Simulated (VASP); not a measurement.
Given:

```
NbN
1.0
    0.00000     2.17694     2.17694
    2.17694     0.00000     2.17694
    2.17694     2.17694     0.00000
Nb N
1 1
Direct
  0.00000   0.00000   0.00000
  0.50000   0.50000   0.50000
```

Method: PBE GGA, VASP's PBE PAW potentials (set 64) (plane waves; VASP 6.6.1). Settings: 600 eV cut-off, 14×14×14 Γ-centred mesh, first-order Methfessel-Paxton smearing of 0.10 eV, potentials Nb_sv N.

Estimate the energy per atom (σ→0), pressure, band gap (on the k-mesh) with the smallest direct gap where there is one.

The band gap (on the k-mesh) is none (metal, semimetal or under 0.01 eV) and the energy per atom (σ→0) comes out as -10.246 eV/atom. The pressure comes out as 149.5 kbar.

Total energies compare only between runs with the same potentials, cut-off and functional.

The compound is NbN in the rock salt structure, the cubic δ form, which competes with hexagonal ones. It was relaxed first under an external pressure of 15 GPa. VASP warned that the highest band is occupied, so more bands are needed.
